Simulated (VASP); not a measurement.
All values below come from revTPSS meta-GGA, VASP's PBE PAW potentials (set 64) (plane waves; VASP 6.6.1).

Input for VASP

File POSCAR:
```
Ba
1
   -2.4702153433     2.4702153433     2.4702153433
    2.4702153433    -2.4702153433     2.4702153433
    2.4702153433     2.4702153433    -2.4702153433
Ba
1
Direct
  0.0000000000   0.0000000000   0.0000000000
```

INCAR:
```
! general
SYSTEM =Ba
PREC   =Accurate
ENCUT  =520
LREAL  =F
LASPH  =T

! electronic loop
EDIFF  =1E-7
NELM   =100
ALGO   =Normal
LMAXMIX=4
LMIXTAU=T

! smearing
ISMEAR =1
SIGMA  =0.1

! functional
METAGGA=RTPSS

! ions
ISIF   =2

! output
LWAVE  =F
LCHARG =F
```

File KPOINTS:
```
Automatic mesh
0
Gamma
10 10 10
0 0 0
```

POTCAR, in this order: Ba_sv (PBE.64 set). Program: vasp_std.

Unless said otherwise, spin-orbit coupling is left out, though it shifts the bands of the heavy elements here.

Task: Estimate the energy per atom (σ→0), band gap (on the k-mesh).

Result: 
| Property | Result |
|---|---|
| energy per atom (σ→0) | 20.380 eV/atom |
| band gap (on the k-mesh) | none (metal, semimetal or under 0.01 eV) |

OSZICAR:
```
...
DAV:  19     0.203795539539E+02   -0.61768E-04   -0.37067E-05   863   0.745E-02    0.384E-03
DAV:  20     0.203795491222E+02   -0.48317E-05   -0.30736E-06  1097   0.218E-02    0.212E-03
DAV:  21     0.203795499896E+02    0.86746E-06   -0.69793E-07  1013   0.911E-03    0.437E-04
DAV:  22     0.203795501573E+02    0.16762E-06   -0.37980E-08   639   0.228E-03    0.508E-04
DAV:  23     0.203795498509E+02   -0.30632E-06   -0.51522E-08   634   0.309E-03    0.345E-04
DAV:  24     0.203795495991E+02   -0.25179E-06   -0.63903E-08   838   0.322E-03    0.450E-05
DAV:  25     0.203795495999E+02    0.76079E-09   -0.23559E-09   467   0.607E-04
   1 F= 0.20379550E+02 E0= 0.20379787E+02  d E =-.712369E-03
```

The compound is Ba in the bcc structure. This cell is one point of a volume scan, at 0.97 of the reference volume.
